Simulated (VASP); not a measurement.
# CsGeH3: single point with PBE

The system is CsGeH3.

```
Cs Ge H
1.0
     4.27036    0.00000    0.00000
     0.00000    4.27036    0.00000
     0.00000    0.00000    4.27036
Cs Ge H
1 1 3
Direct
  0.00000 0.00000 0.00000
  0.50000 0.50000 0.50000
  0.50000 0.50000 0.00000
  0.50000 0.00000 0.50000
  0.00000 0.50000 0.50000
```

The cell comes from a database or a generator and needn't be the stable form of this composition.

```json
{
 "Program": "VASP 6.6.1",
 "Task": "single point",
 "Functional": "PBE",
 "Potentials or basis": "VASP PAW PBE potentials, release 64 (Cs_sv, Ge_d, H)",
 "Cutoff": "520 eV",
 "k mesh": "4 × 4 × 4",
 "Occupations": "gaussian, width 0.05 eV",
 "Spin": "no spin polarisation"
}
```

- Pressure: 0.0 GPa
- Band gap on the k mesh: none (metal or under the smearing width)

Levels at points of the mesh, in eV from the Fermi level:
```csv
k point,band 10,band 11,band 12,band 13,band 14,band 15,band 16,band 17
"(0.00, 0.00, 0.00)",-8.86,-2.80,-2.80,0.28,0.28,0.28,1.20,4.98
"(0.50, 0.00, 0.00)",-7.66,-5.43,-2.36,-0.25,-0.25,0.82,2.71,5.49
"(0.50, 0.50, 0.00)",-8.65,-4.24,-4.24,-1.04,0.54,1.78,3.91,3.91
"(0.50, 0.50, 0.50)",-7.85,-5.33,-5.33,-5.33,5.54,5.54,5.54,7.18
```

Wall time 16 s on 1 thread of Intel(R) Xeon(R) Platinum 8488C (Sapphire Rapids), with other jobs on the host, peak memory 0.18 GiB.

Caveat: the k mesh is coarse (spacing up to 0.37 Å⁻¹), so the values aren't converged. Spin-orbit coupling is left out, which matters for the levels of Cs.
